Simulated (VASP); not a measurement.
Energy against volume of P (black). Calculation: PBEsol GGA, VASP's PBE PAW potentials (set 64) (plane waves; VASP). Settings: 520 eV cut-off, 10×10×7 Γ-centred mesh, first-order Methfessel-Paxton smearing of 0.10 eV, potentials P.

Without a dispersion term in the relaxation, distances and binding between the weakly bound layers, chains or molecules are unreliable, and so is what depends on them.

Shape and ions are relaxed at each volume.

| V (Å³/atom) | E (eV/atom) |
|---|---|
| 16.776 | -5.75550 |
| 17.312 | -5.76033 |
| 17.847 | -5.76225 |
| 18.383 | -5.76186 |

### Question
Fit these four points and predict the energy of the run at 18.918 Å³/atom.

### Answer
A cubic in V^(−2/3), the third-order Birch-Murnaghan form, passes through the four points with V0 = 18.01 Å³/atom and B0 = 22 GPa, and gives -5.7596 eV/atom there. The run gave -5.7595 eV/atom, +0.2 meV/atom from the fit; all five points give B0 = 22 GPa.

The compound is P in the black structure. It was relaxed first, which changed the volume by -5 %.
